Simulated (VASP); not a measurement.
An input for Quantum ESPRESSO's pw.x (written as the equivalent of a VASP run, and not itself run):

```
&CONTROL
  calculation = 'vc-relax'
  pseudo_dir = './pseudo'
  outdir = './out'
  tprnfor = .true.
  tstress = .true.
  nstep = 50
  forc_conv_thr = 0.00039
/
&SYSTEM
  ibrav = 0
  nat = 2
  ntyp = 2
  ecutwfc = 82.3
  occupations = 'smearing'
  smearing = 'gaussian'
  degauss = 0.0147
  input_dft = 'pbe'
/
&ELECTRONS
  conv_thr = 7.3e-08
  electron_maxstep = 100
/
&IONS
/
&CELL
/
ATOMIC_SPECIES
  Sn 118.710 Sn.upf
  Te 127.600 Te.upf
CELL_PARAMETERS angstrom
     0.0000000    3.1370720    3.1370720
     3.1370720    0.0000000    3.1370720
     3.1370720    3.1370720    0.0000000
ATOMIC_POSITIONS crystal
  Sn   0.0000000  0.0000000  0.0000000
  Te   0.5000000  0.5000000  0.5000000
K_POINTS automatic
  5 5 5 0 0 0
```

Question: Translate this input to VASP (INCAR, KPOINTS, POSCAR, choice of POTCAR).

Answer: This is not unique; one that fits is 
**KPOINTS**
```
Automatic mesh
0
Gamma
5 5 5
0 0 0
```

### INCAR
```
# general
SYSTEM  = SnTe
PREC    = Accurate
ENCUT   = 300
LREAL   = F
LASPH   = T

# electronic loop
EDIFF   = 1E-6
NELM    = 100
ALGO    = Normal
LMAXMIX = 4

# smearing
ISMEAR  = 0
SIGMA   = 0.2

# functional
GGA     = PE

# ions
IBRION  = 2
NSW     = 50
ISIF    = 3
EDIFFG  = -0.01

# output
LWAVE   = F
LCHARG  = F
```

File POSCAR:
```
SnTe
1.0
  0.0000000000   3.1370720000   3.1370720000
  3.1370720000   0.0000000000   3.1370720000
  3.1370720000   3.1370720000   0.0000000000
Sn Te
1 1
Cartesian
  0.0000000000   0.0000000000   0.0000000000
  3.1370720000   3.1370720000   3.1370720000
```

POTCAR, in this order: Sn_d Te (PBE.64 set). Program: vasp_std.

The two are equivalent in intent, not identical: the potentials are each code's own (VASP's PAW set, PseudoDojo norm-conserving files in pw.x), so ENCUT and ecutwfc are chosen apart and not converted; conv_thr bounds pw.x's estimated SCF error, while EDIFF bounds the energy change between steps; forc_conv_thr acts on force components and is met together with etot_conv_thr.

The structure comes from a computed database's SnTe entry; how it stands against other phases isn't given here. This run relaxes it. Symmetry was kept, so distortions that lower it aren't found. The run is one of a series of settings (EDIFFG = -0.01, IBRION = 2, ISIF = 3, NSW = 50 against the base run), some of them coarse on purpose.
